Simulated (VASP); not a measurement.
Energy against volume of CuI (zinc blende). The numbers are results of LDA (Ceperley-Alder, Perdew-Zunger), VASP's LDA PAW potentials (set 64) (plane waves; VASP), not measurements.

```csv
V (Å³/atom),E (eV/atom)
23.727,-3.48004
24.484,-3.49391
25.241,-3.49816
25.998,-3.49442
26.755,-3.48404
```

Fit a third-order Birch-Murnaghan equation of state.

```yaml
volume_per_atom: 25.24 Å^3/atom
bulk_modulus: 562 kbar
pressure_derivative_of_the_bulk_modulus: 5.15
lattice_constant_a: 5.867 Å
```

The compound is CuI in the zinc blende structure. It was relaxed first, which changed the volume by -9 %.
